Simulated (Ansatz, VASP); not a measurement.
# C (Diamond): VASP beside Ansatz, part 2 of 2

One calculation is typed for both programs; each brings its own data sets and cutoff. How far apart do they land? The cell is taken from a series of VASP runs on this material, whose earlier steps may have relaxed, scaled or displaced it; both programs get it as it stands.

VASP 6.6.1 and Ansatz 0.2.0.

So far: Starting point; VASP: elastic constants, PBE with D3(BJ).

## 3. Ansatz: elastic constants, PBE with D3(BJ)

Level of this step: Ansatz beside VASP: Kohn-Sham DFT, plane waves, PBE with D3(BJ) (Ansatz).

Ansatz runs on its default PAW (the set named soft_2) files.

The same cell, functional, mesh and smearing now go to Ansatz, which takes its cutoff from its data sets.

Contents of input.yaml:

```yaml
crystal:
  lattice:
    - [0.0, 1.7793663622, 1.7793663622]
    - [1.7793663622, 0.0, 1.7793663622]
    - [1.7793663622, 1.7793663622, 0.0]
  atoms:
    - { symbol: C, position: [0.0, 0.0, 0.0] }
    - { symbol: C, position: [0.25, 0.25, 0.25] }
hamiltonian:
  xc: pbe
  pseudopotentials: { kind: paw }
  dispersion: d3bj
kpoints:
  mp_grid: { grid: [13, 13, 13] }
scf:
  occupations: { method: gaussian, width: 0.05 }
elastic:
  mode: relaxed_ion
  stencil: two_point
output:
  forces: true
  stress: true
```

Launch:

```bash
ansatz run input.yaml --threads 4 --pin off --max-ram 9216MiB --backend cpu --events-out ev --progress --plain --runs-dir out
```

Numbers of over 12 decimals in the logs are rounded to 6 here.

Output:

```text
Engine: ansatz 0.2.0, aarch64-unknown-linux-gnu
Pseudopotentials: kind: paw
Pseudopotential: C, paw, valence charge 4, recommended cutoff 420 eV (normal), C.paw.azcp
Functional definition: PBE
  parameter kappa = 0.804
  parameter beta = 0.066725
  exchange = pbe_x(kappa = kappa, mu = beta*pi^2/3)
  correlation = pbe_c(beta = beta)
Crystal: 2 atoms, lattice volume = 11.267 Å³
Basis set: ecut = 420 eV, 229 PW (Γ), exchange–correlation on 36×36×36 points (8 copies of the dense FFT grid, shifted against one another)
Bands: 8, of which v1, the nominal top of the filled ones, is band 4 counted from 1 (3 counted from 0)
Symmetry: 48 space group operations
Space group: Fd-3m (ITA 227), of the structure as read, at distance tolerance 2.2e-5 Å
k-points: 84 of 2197
Non-local potential: C, projectors of the file, l = 0: 2, l = 1: 2, l = 2: 1
PAW form: soft (Blöchl's): semilocal exchange-correlation on the pseudo side does not see the compensation charge
PAW one-centre angular grid: C, 110 points (default); XC on 64 Gauss nodes
Initial density: superposition of atomic densities (neutral atoms: chi_scale 0, normalization atom), corrected by the library's trained network
Initial wavefunctions: pseudopotential atomic-orbital guess
Functional: x = pbe(κ = 0.804, μ = 0.219515), c = pbe(β = 0.066725)
SCF iter   1: F=—  HF=-501.999100 eV  |F-HF|=—  |Δ(HF+E_count)|=         —  Δρ=1.72e-3  dr2=6.95e-5  ethr=1.77e-3  ⟨swp⟩=4.8  Hψ=4370  notcnv=0
preconditioner: auto → none  [insulator: Δε(μ)=4.172 eV  Ē_g=19.731 eV  σ=0.050 eV  W_gap=1.00  n_scr=0 (ndim 8)  ℏωp=31.3 eV  f_vac=0.000  D(μ)=0.00/eV (n_scr^D=0)  ε∞_Penn≈3.5]
SCF iter   2: F=—  HF=-501.999197 eV  |F-HF|=—  |Δ(HF+E_count)|=   9.67e-5  Δρ=8.89e-4  dr2=2.03e-5  ethr=8.68e-7  ⟨swp⟩=2.0  Hψ=1673  notcnv=0
SCF iter   3: F=—  HF=-501.999254 eV  |F-HF|=—  |Δ(HF+E_count)|=   5.75e-5  Δρ=1.40e-4  dr2=1.46e-6  ethr=2.54e-7  ⟨swp⟩=2.1  Hψ=997  notcnv=0
SCF iter   4: F=—  HF=-501.999255 eV  |F-HF|=—  |Δ(HF+E_count)|=   1.18e-6  Δρ=6.51e-5  dr2=2.96e-7  ethr=1.82e-8  ⟨swp⟩=1.0  Hψ=676  notcnv=0
SCF iter   5: F=—  HF=-501.999255 eV  |F-HF|=—  |Δ(HF+E_count)|=   6.97e-8  Δρ=8.57e-6  dr2=3.96e-9  ethr=3.70e-9  ⟨swp⟩=2.2  Hψ=995  notcnv=0
SCF iter   6: F=—  HF=-501.999255 eV  |F-HF|=—  |Δ(HF+E_count)|=  8.75e-10  Δρ=1.57e-6  dr2=1.28e-10  ethr=4.95e-11  ⟨swp⟩=2.1  Hψ=1004  notcnv=0
SCF iter   7: F=—  HF=-501.999255 eV  |F-HF|=—  |Δ(HF+E_count)|=  2.68e-11  Δρ=2.50e-7  dr2=3.85e-12  ethr=1.60e-12  ⟨swp⟩=2.2  Hψ=995  notcnv=0
SCF iter   8: F=—  HF=-501.999255 eV  |F-HF|=—  |Δ(HF+E_count)|=  1.14e-12  Δρ=4.27e-8  dr2=1.21e-13  ethr=4.81e-14 (applied; sched 1.00e-12)  ⟨swp⟩=2.0  Hψ=998  notcnv=0
SCF iter   9: F=-501.999255 eV  HF=-501.999255 eV  |F-HF|=1.14e-13  |Δ(HF+E_count)|=  1.14e-13  Δρ=1.42e-9  dr2=1.37e-16  ethr=1.00e-12  ⟨swp⟩=3.8  Hψ=1810  notcnv=0
SCF 1 converged in 9 iterations: F = -501.999255 eV  dr2 = 1.37e-16
  greatest PAW one-centre occupation: 0.645 electrons in one spin orbital (limit 2), on the C atom at site 1 (counted from 0), in its partial waves of l = 0
Crystal: 2 atoms, lattice volume = 11.245 Å³
Symmetry: 16 space group operations
k-points: 196 of 2197
Initial density: handed on by an earlier stage of this run
Initial wavefunctions: those handed on with the density
iter 1 solved again at ethr=3.34e-7 eV; its pass at ethr=3.10e-3 eV (dr2=2.67e-5 eV) is discarded
SCF iter   1: F=—  HF=-501.999156 eV  |F-HF|=—  |Δ(HF+E_count)|=         —  Δρ=5.37e-4  dr2=2.59e-5  ethr=3.34e-7  ⟨swp⟩=2.0  Hψ=11793  notcnv=0
preconditioner: auto → none  [insulator: Δε(μ)=4.120 eV  Ē_g=19.759 eV  σ=0.050 eV  W_gap=1.00  n_scr=0 (ndim 8)  ℏωp=31.3 eV  f_vac=0.000  D(μ)=0.00/eV (n_scr^D=0)  ε∞_Penn≈3.5]
SCF iter   2: F=—  HF=-501.999150 eV  |F-HF|=—  |Δ(HF+E_count)|=   6.41e-6  Δρ=2.23e-4  dr2=4.48e-6  ethr=3.24e-7  ⟨swp⟩=1.5  Hψ=1770  notcnv=0
SCF iter   3: F=—  HF=-501.999149 eV  |F-HF|=—  |Δ(HF+E_count)|=   9.58e-7  Δρ=1.94e-5  dr2=2.33e-8  ethr=5.61e-8  ⟨swp⟩=2.0  Hψ=2352  notcnv=0
SCF iter   4: F=—  HF=-501.999149 eV  |F-HF|=—  |Δ(HF+E_count)|=   7.19e-8  Δρ=3.83e-6  dr2=1.21e-9  ethr=2.92e-10  ⟨swp⟩=2.1  Hψ=2316  notcnv=0
SCF iter   5: F=—  HF=-501.999149 eV  |F-HF|=—  |Δ(HF+E_count)|=  4.63e-10  Δρ=2.80e-7  dr2=5.95e-12  ethr=1.52e-11  ⟨swp⟩=2.2  Hψ=2382  notcnv=0
SCF iter   6: F=-501.999149 eV  HF=-501.999149 eV  |F-HF|=0.00e0  |Δ(HF+E_count)|=  1.59e-12  Δρ=1.73e-8  dr2=2.39e-14  ethr=1.00e-12  ⟨swp⟩=2.8  Hψ=6015  notcnv=0
SCF 2 converged in 6 iterations: F = -501.999149 eV  dr2 = 2.39e-14
Crystal: 2 atoms, lattice volume = 11.290 Å³
iter 1 solved again at ethr=2.34e-11 eV; its pass at ethr=3.10e-3 eV (dr2=1.87e-9 eV) is discarded
SCF iter   1: F=—  HF=-501.998983 eV  |F-HF|=—  |Δ(HF+E_count)|=         —  Δρ=1.09e-5  dr2=1.80e-9  ethr=2.34e-11  ⟨swp⟩=2.1  Hψ=12182  notcnv=0
preconditioner: auto → none  [insulator: Δε(μ)=4.134 eV  Ē_g=19.700 eV  σ=0.050 eV  W_gap=1.00  n_scr=0 (ndim 8)  ℏωp=31.3 eV  f_vac=0.000  D(μ)=0.00/eV (n_scr^D=0)  ε∞_Penn≈3.5]
SCF iter   2: F=—  HF=-501.998984 eV  |F-HF|=—  |Δ(HF+E_count)|=   3.61e-7  Δρ=5.51e-6  dr2=4.63e-10  ethr=2.25e-11  ⟨swp⟩=1.0  Hψ=1568  notcnv=0
[...]
relax step   2: F+E_penalty+E_count = -501.99915101 eV  Δ(F+E_penalty+E_count) = -5.658e-7 eV  max|allowed force component| = 6.790e-8 eV/Å  Δτ_max = 0.0001 Å  (8 SCF iters, accepted)
iter 1 solved again at ethr=1.00e-12 eV; its pass at ethr=3.10e-3 eV (dr2=1.38e-15 eV) is discarded
SCF iter   1: F=—  HF=-501.999151 eV  |F-HF|=—  |Δ(HF+E_count)|=         —  Δρ=3.20e-9  dr2=2.14e-16  ethr=1.00e-12  ⟨swp⟩=1.3  Hψ=19647  notcnv=0
iter 2 did not close the SCF: its close was put off for the readings that it lacked (scf_convergence_deferred on its scf_iter line)
SCF iter   2: F=-501.999151 eV  HF=-501.999151 eV  |F-HF|=1.14e-13  |Δ(HF+E_count)|=   3.66e-7  Δρ=1.57e-9  dr2=5.26e-17  ethr=1.25e-15 (applied; sched 1.00e-12)  ⟨swp⟩=2.0  Hψ=4109  notcnv=0
iter 3 did not close the SCF: its close was put off for the readings that it lacked (scf_convergence_deferred on its scf_iter line)
SCF iter   3: F=-501.999151 eV  HF=-501.999151 eV  |F-HF|=5.68e-14  |Δ(HF+E_count)|=  5.68e-14  Δρ=1.04e-9  dr2=2.30e-17  ethr=1.25e-15 (applied; sched 1.00e-12)  ⟨swp⟩=1.0  Hψ=2744  notcnv=0
iter 4 did not close the SCF: its close was put off for the readings that it lacked (scf_convergence_deferred on its scf_iter line)
SCF iter   4: F=-501.999151 eV  HF=-501.999151 eV  |F-HF|=5.68e-14  |Δ(HF+E_count)|=  1.14e-13  Δρ=5.72e-10  dr2=6.87e-18  ethr=1.25e-15 (applied; sched 1.00e-12)  ⟨swp⟩=1.0  Hψ=2744  notcnv=0
iter 5 did not close the SCF: its close was put off for the readings that it lacked (scf_convergence_deferred on its scf_iter line)
SCF iter   5: F=-501.999151 eV  HF=-501.999151 eV  |F-HF|=0.00e0  |Δ(HF+E_count)|=  1.71e-13  Δρ=4.74e-10  dr2=4.73e-18  ethr=1.25e-15 (applied; sched 1.00e-12)  ⟨swp⟩=1.0  Hψ=2744  notcnv=0
SCF iter   6: F=-501.999151 eV  HF=-501.999151 eV  |F-HF|=0.00e0  |Δ(HF+E_count)|=    0.00e0  Δρ=2.68e-10  dr2=1.50e-18  ethr=1.00e-12  ⟨swp⟩=1.0  Hψ=6860  notcnv=0
SCF 10 converged in 6 iterations: F = -501.999151 eV  dr2 = 1.50e-18
SCF converged after 9 iterations
Free energy (F): -501.999255 eV
Harris-Foulkes:  -501.999255 eV  (|F-HF|=1.14e-13)
Internal energy: -501.999255 eV  (E = F + TS)
E sigma→0 (E₀):  -501.999255 eV
Fermi energy:    15.520321 eV
--- Per-component energies (eV) ---
  E_band       = 35.349513
  E_kinetic    = 185.001360
  E_local      = -121.908522  (includes V_loc(G=0)·N_el)
  E_nonlocal   = 53.400026
  E_hartree    = 26.674386
  E_xc         = -97.552246
  E_vxc        = -121.115877  (∫ρ·V_xc dr)
  E_paw        = -198.484748  (= ΣΔE_a)
  E_vpaw       = -13.376263  (= ΣTr[D̂ρ^β])
  E_aug_tail   = 0.000017  (compensation charges beyond the density's cutoff)
  E_ewald      = -348.744289
  E_disp       = -0.385239  (pairwise vdW)
  E_smearing   = -0.000000  (= −TS)
  E_closure    = 0.000000  (closes the sum)
  Σ components = -501.999255   (vs F -501.999255, Δ=0.00e0)
--- Forces (eV/Å), atoms counted from 1 ---
  atom   1  C      0.00000000     0.00000000    -0.00000000
  atom   2  C      0.00000000     0.00000000     0.00000000
  max |Σ_I F_I| component: 1.17e-16 eV/Å
--- Stress (GPa, compression-positive) ---
       -0.679181       0.000000      -0.000000
        0.000000      -0.679181      -0.000000
        0.000000       0.000000      -0.679181
  P = ⅓ Tr σ = -0.6792 GPa (-6.792 kbar)
--- Band table (eV; the first three rows and the last of 84) ---
  k-point 0: bands = ["-8.1315", "13.4381", "13.4381", "13.4381", "19.0509", "19.0509", "19.0509", "26.8704"]
  k-point 1: bands = ["-7.9669", "12.3657", "13.1570", "13.1570", "19.4190", "19.4190", "19.6865", "27.0083"]
  k-point 2: bands = ["-7.4748", "10.0864", "12.5233", "12.5233", "20.2519", "20.2519", "20.7223", "27.4091"]
  k-point 83: bands = ["0.6152", "2.0707", "4.7280", "5.7130", "23.6625", "23.7584", "25.6004", "26.8980"]
--- Elastic constants: 2 strain directions × 2 members + reference (group order 48) ---
  dense FFT box of the reference and of every strained cell: 18×18×18
  strains applied: 11, 23; error gains: componentwise 1.00 (the most a stress slope's error grows in a printed constant), spectral 1.73 (1 for all six strains in a standard setting)
  pairwise dispersion correction: d3bj (s6 = 1.0, s8 = 0.7875, a1 = 0.4289, a2_bohr = 4.4407), with the weights of each atom's references fixed at the reference crystal's, and the forces and stress that the weights' published response gives there kept as a pressure on the atom's counted neighbours (hamiltonian.dispersion)
  C = ∂σ_k/∂η_j (tension-positive GPa; Voigt order 11 22 33 23 13 12):
      1063.928    126.304    126.304      0.000      0.000     -0.000
       126.304   1063.928    126.304     -0.000      0.000     -0.000
       126.304    126.304   1063.928     -0.000     -0.000     -0.000
         0.000      0.000      0.000    570.853     -0.000     -0.000
         0.000     -0.000     -0.000      0.000    570.853      0.000
        -0.000      0.000     -0.000     -0.000     -0.000    570.853
  reference stress σ⁰ (GPa):      0.679      0.679      0.679     -0.000     -0.000     -0.000
  C* (energy form; C + prestress term) asymmetry max|C*_kj − C*_jk| = 8.527e-14 GPa — a small one proves nothing (zero by symmetry where the batch's group is 432, −43m or m−3m); a large one is finite-difference/SCF noise where every solve meets its electron count
  moduli (Voigt/Reuss/Hill, GPa): K = 438.85/438.85/438.85   G = 530.04/525.13/527.58   E = 1129.94   ν = 0.071
  mechanically stable: yes (min eigenvalue of sym C = 570.85 GPa)
  strain η (Voigt 11):  stress-route row diagonal C_11 = 1063.93 GPa, energy-path curvature d²(F+E_count+ΔE)/dδ²/Ω₀ = 1064.09 GPa
         δ    σ_11 (GPa)             F (eV)   n_scf  n_hpsi   n_pw
    -2.000e-3      -1.4523        -501.9991490       6   28946    229   relax 0 steps, max|allowed force component| 2.22e-16 eV/Å
     2.000e-3       2.8034        -501.9989836       4   23107    229   relax 0 steps, max|allowed force component| 2.08e-16 eV/Å
  strain η (Voigt 23):  stress-route row diagonal C_44 = 570.85 GPa, energy-path curvature d²(F+E_count+ΔE)/dδ²/Ω₀ = 572.38 GPa
         δ    σ_23 (GPa)             F (eV)   n_scf  n_hpsi   n_pw
    -2.000e-3      -1.1417        -501.9991510       6   42921    229   relax 3 steps, max|allowed force component| 7.02e-8 eV/Å
     2.000e-3       1.1417        -501.9991510       6   42890    229   relax 2 steps, max|allowed force component| 6.79e-8 eV/Å
```

Wall time 5.5 s (4 threads of Arm Neoverse V1, shared host); peak memory 0.31 GiB; 19 s of CPU time.

## 4. Comparison

Known differences besides the potentials themselves: the cutoff is 420 eV in Ansatz and 560 eV in VASP; VASP leaves aspherical gradient terms in its spheres out (LASPH is not set), Ansatz keeps them; Ansatz takes the dispersion share of the force constants at frozen C6 weights, VASP differentiates the full forces. Total energies have different zeros and are not compared.

Compared:

```tsv
quantity	Ansatz	VASP	difference
C11 (GPa)	1063.9	1062.6	+0.12 %
C22 (GPa)	1063.9	1062.6	+0.12 %
C33 (GPa)	1063.9	1062.6	+0.12 %
C12 (GPa)	126.3	127.6	-1.03 %
C13 (GPa)	126.3	127.6	-1.03 %
C23 (GPa)	126.3	127.6	-1.03 %
C44 (GPa)	570.9	574.4	-0.61 %
C55 (GPa)	570.9	574.4	-0.61 %
C66 (GPa)	570.9	574.4	-0.61 %
```

## 5. Ansatz: band structure, HSE06

The same path points are solved in both programs, so levels can be compared one by one.

The cell is taken from a series of VASP runs on this material, whose earlier steps may have relaxed, scaled or displaced it; both programs get it as it stands.

Contents of input.yaml:

```yaml
crystal:
  lattice:
    - [0.0, 1.7793663622, 1.7793663622]
    - [1.7793663622, 0.0, 1.7793663622]
    - [1.7793663622, 1.7793663622, 0.0]
  atoms:
    - { symbol: C, position: [0.0, 0.0, 0.0] }
    - { symbol: C, position: [0.25, 0.25, 0.25] }
hamiltonian:
  xc: { exchange: pbe, correlation: pbe, exx: { coeff: 0.25, omega: 0.2 } }
  pseudopotentials: { kind: paw }
kpoints:
  mp_grid: { grid: [7, 7, 7] }
  band_path:
    path:
      - [0.0, 0.0, 0.0]
      - [0.4, 0.0, 0.4]
      - [0.5, 0.0, 0.5]
      - [0.5, 0.2, 0.7]
      - [0.4, 0.35, 0.75]
      - [0.15, 0.15, 0.3]
      - [0.2, 0.2, 0.2]
      - [0.55, 0.4, 0.55]
      - [0.6, 0.25, 0.65]
      - [0.5, 0.25, 0.75]
      - [0.5, 0.5, 0.5]
      - [0.375, 0.375, 0.75]
      - [0.5, 0.0, 0.5]
    npoints: 1
scf:
  occupations: { method: gaussian, width: 0.05 }
  n_extra_bands: 7
output:
  forces: true
  stress: true
  eigenvalues: true
```

Output:

```text
[...]
P = ⅓ Tr σ = -5.2088 GPa (-52.088 kbar)
--- Band table (eV; the first three rows and the last of 20) ---
  k-point 0: bands = [-10.8241, 12.8062, 12.8062, 12.8062, 19.8271, 19.8271, 19.8271, 28.2121, ... 3 higher]
  k-point 1: bands = [-10.2113, 9.5636, 11.9362, 11.9362, 20.9775, 20.9775, 21.4105, 28.7185, ... 3 higher]
  k-point 2: bands = [-8.3980, 4.2144, 10.5983, 10.5983, 22.4875, 22.4875, 22.7390, 29.8485, ... 3 higher]
  k-point 19: bands = [-1.6200, 0.2334, 2.8050, 5.5855, 22.4076, 26.3073, 27.6940, 28.5182, ... 3 higher]
[key lines of the parts left out:]
Free energy (F): -501.766940 eV
Fermi energy:    15.530174 eV
```

Wall time 9.1 s (4 threads); peak memory 0.44 GiB; 32 s of CPU time.

## 6. VASP: band structure, HSE06

The same cell, functional, mesh and smearing now go to VASP, with its own data sets and cutoff.

The run reads the wave functions of an earlier VASP run, which isn't shown here.

Contents of INCAR:

```
SYSTEM = C
PREC = Accurate
ENCUT = 520
EDIFF = 1E-06
NELM = 100
ISMEAR = 0
SIGMA = 0.05
LREAL = .FALSE.
ALGO = Normal
LHFCALC = .TRUE.
AEXX = 0.25
GGA = PE
HFSCREEN = 0.2
LASPH = .TRUE.
NBANDS = 10
PRECFOCK = Fast
LORBIT = 11
LWAVE = .FALSE.
LCHARG = .FALSE.
KPAR = 2
```

Contents of POSCAR:

```
C
1.0
    0.0000000000      1.7793663622      1.7793663622
    1.7793663622      0.0000000000      1.7793663622
    1.7793663622      1.7793663622      0.0000000000
C
2
Direct
    0.0000000000      0.0000000000      0.0000000000
    0.2500000000      0.2500000000      0.2500000000
```

Contents of KPOINTS:

```
Automatic mesh
0
Gamma
7 7 7
0 0 0
```

Contents of KPOINTS_OPT:

```
Line mode
6
Line-mode
Reciprocal
  0.00000000   0.00000000   0.00000000 GAMMA
  0.50000000   0.00000000   0.50000000 X

  0.50000000   0.00000000   0.50000000 X
  0.50000000   0.25000000   0.75000000 W

  0.50000000   0.25000000   0.75000000 W
  0.37500000   0.37500000   0.75000000 K

  0.37500000   0.37500000   0.75000000 K
  0.00000000   0.00000000   0.00000000 GAMMA

  0.00000000   0.00000000   0.00000000 GAMMA
  0.50000000   0.50000000   0.50000000 L

  0.50000000   0.50000000   0.50000000 L
  0.62500000   0.25000000   0.62500000 U

  0.62500000   0.25000000   0.62500000 U
  0.50000000   0.25000000   0.75000000 W

  0.50000000   0.25000000   0.75000000 W
  0.50000000   0.50000000   0.50000000 L

  0.50000000   0.50000000   0.50000000 L
  0.37500000   0.37500000   0.75000000 K

  0.62500000   0.25000000   0.62500000 U
  0.50000000   0.00000000   0.50000000 X
```

Potentials, in the order of the species: C (PBE family, release 64).

Launch:

```bash
mpirun -np 2 vasp_std
```

Output:

```text
[banner, memory and clock lines left out]
running    2 mpi-ranks, on    1 nodes
[...]
LDA part: xc-table for (Slater+PW92), standard interpolation
 found WAVECAR, reading the header
 POSCAR, INCAR and KPOINTS ok, starting setup
[...]
reading WAVECAR
 the WAVECAR file was read successfully
 initial charge from wavefunction
 entering main loop
       N       E                     dE             d eps       ncg     rms          rms(c)
DAV:   1    -0.210888267668E+02   -0.21089E+02   -0.28375E-01   414   0.415E+00    0.716E-01
DAV:   2    -0.210891786221E+02   -0.35186E-03   -0.14303E-03   430   0.322E-01    0.449E-01
DAV:   3    -0.210886183843E+02    0.56024E-03   -0.36264E-04   420   0.157E-01    0.243E-01
DAV:   4    -0.210884670491E+02    0.15134E-03   -0.11115E-04   410   0.905E-02    0.130E-01
DAV:   5    -0.210884262438E+02    0.40805E-04   -0.26210E-05   422   0.444E-02    0.701E-02
DAV:   6    -0.210884144329E+02    0.11811E-04   -0.62004E-06   422   0.221E-02    0.382E-02
DAV:   7    -0.210884108490E+02    0.35839E-05   -0.16284E-06   396   0.117E-02    0.205E-02
DAV:   8    -0.210884098574E+02    0.99158E-06   -0.38210E-07   206   0.585E-03
   1 F= -.21088410E+02 E0= -.21088410E+02  d E =-.991065E-20
 Start KPOINTS_OPT (optional k-point list driver)
k-point batch [1-20\60]
       N       E                     dE             ncg
DAV:   1     0.302254521804E+03   -0.80946E+04      400
DAV:   2    -0.138111443174E+03   -0.44037E+03      528
DAV:   3    -0.157771366696E+03   -0.19660E+02      456
DAV:   4    -0.157952465084E+03   -0.18110E+00      460
DAV:   5    -0.157954399822E+03   -0.19347E-02      458
DAV:   6    -0.157954403349E+03   -0.35264E-05      446
DAV:   7    -0.157954403356E+03   -0.72588E-08      356
[...]
k-point batch [41-60\60]
       N       E                     dE             ncg
DAV:   1     0.185378090172E+03   -0.86473E+04      408
DAV:   2    -0.201488481879E+03   -0.38687E+03      458
DAV:   3    -0.212997690555E+03   -0.11509E+02      478
DAV:   4    -0.213072378655E+03   -0.74688E-01      478
DAV:   5    -0.213072547561E+03   -0.16891E-03      472
DAV:   6    -0.213072547784E+03   -0.22321E-06      468
```

Parts of OUTCAR (step 6):

```text
 POSITION                                       TOTAL-FORCE (eV/Angst)
 -----------------------------------------------------------------------------------
      0.00000      0.00000      0.00000        -0.000000      0.000000     -0.000000
      0.88968      0.88968      0.88968         0.000000     -0.000000      0.000000
 -----------------------------------------------------------------------------------
    total drift:                               -0.000000     -0.000000     -0.000000

  FREE ENERGIE OF THE ION-ELECTRON SYSTEM (eV)
  ---------------------------------------------------
  free  energy   TOTEN  =       -21.0884098574 eV

  energy  without entropy=      -21.0884098574  energy(sigma->0) =      -21.08840986

[... 3 further parts left out ...]
[key lines of the parts left out:]
E-fermi :   9.5053
```

## 7. Comparison

What differs besides the data sets and the points named for the pairs above, as far as they apply: exact exchange at q = 0 is treated differently, which shows on coarse meshes; VASP keeps PBE cores, Ansatz makes them for the functional; the cutoff is 420 eV in Ansatz and 520 eV in VASP; VASP takes a coarser grid for exact exchange (PRECFOCK = Fast). Total energies have different zeros and are not compared.

Both answers:

```tsv
quantity	Ansatz	VASP	difference
gap over the path points (eV)	5.359	5.349	+0.009
```

Levels at points of the path, from each program's valence-band top (eV; 3 filled, then empty):

```tsv
k (reciprocal lattice)	Ansatz	VASP
0.000 0.000 0.000	0.00 0.00 0.00 7.02 7.02 7.02	0.00 0.00 0.00 7.01 7.01 7.01
0.400 0.000 0.400	-10.47 -6.53 -6.53 5.36 7.47 18.08	-10.47 -6.52 -6.52 5.35 7.46 18.09
0.500 0.000 0.500	-14.12 -6.92 -6.92 5.96 5.96 19.35	-14.13 -6.92 -6.92 5.95 5.95 19.35
0.500 0.200 0.700	-13.38 -8.89 -8.89 10.93 10.93 15.59	-13.39 -8.89 -8.89 10.93 10.93 15.60
0.400 0.350 0.750	-12.97 -10.15 -6.15 7.28 12.46 16.43	-12.97 -10.14 -6.14 7.28 12.46 16.43
0.150 0.150 0.300	-5.54 -4.55 -1.22 8.86 10.17 10.41	-5.54 -4.55 -1.22 8.85 10.17 10.41
0.200 0.200 0.200	-5.35 -1.44 -1.44 8.88 8.88 9.28	-5.35 -1.44 -1.44 8.88 8.88 9.28
0.550 0.400 0.550	-14.16 -5.43 -3.96 9.02 11.87 12.61	-14.16 -5.43 -3.95 9.01 11.87 12.63
0.600 0.250 0.650	-12.97 -10.15 -6.15 7.28 12.46 16.43	-12.97 -10.14 -6.14 7.28 12.46 16.43
0.500 0.250 0.750	-13.28 -9.10 -9.10 12.21 12.21 14.36	-13.28 -9.10 -9.10 12.22 12.22 14.37
```

Among the levels compared at these points, filled levels agree within 5 meV and empty ones within 12 meV.

## 8. Results

```
difference in C12 (elastic constants, PBE with D3(BJ))         : -1.0 %
difference in gap over the path points (band structure, HSE06) : 0.0094 eV
```

**Reading.** The difference in C12 is -1.0 % (elastic constants, PBE with D3(BJ)), within the 5 % picked in this series as the mark of a large difference. How closely two codes agree says nothing of how well the functional describes the real material.

[Lines on the potential files, build, host, timing and source positions are cut from VASP's logs without a mark.]

[Logs are printed without paths, hosts, clocks, repeated set-up lines and the standing remarks that a program may print on its own settings, such as how far it seeks lower states.]

[Hosts, paths, dates, database ids (printed as entryN), source tags and the programs' standing remarks are cut or masked in the printed files.]
